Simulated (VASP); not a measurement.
Here is the system:

```
CELL_PARAMETERS angstrom
      0.00000     3.26905     3.26905
      3.26905     0.00000     3.26905
      3.26905     3.26905     0.00000
ATOMIC_POSITIONS crystal
  Te 0.25000 0.25000 0.25000
  Hg 0.00000 0.00000 0.00000
```

Computed with r2SCAN+rVV10, VASP's PBE PAW potentials (set 64) (plane waves; VASP). Settings: 400 eV cut-off, 11×11×11 Γ-centred mesh, tetrahedra with Blöchl corrections, potentials Te Hg.

### Question
The job: HgTe (space group F-43m), 2 atoms, r2SCAN+rVV10, static run, 400 eV, 11×11×11 Γ-centred mesh. Roughly how much core time does it take on a busy server core?

### Answer
About 3 core-minutes (one run on a shared machine, a rough figure). It had 56 irreducible k-points, 13 bands, up to 1295 plane waves and 23 electronic steps.

The structure comes from a measured HgTe entry (F-43m) of the Crystallography Open Database, whose conditions weren't checked. It was relaxed first.
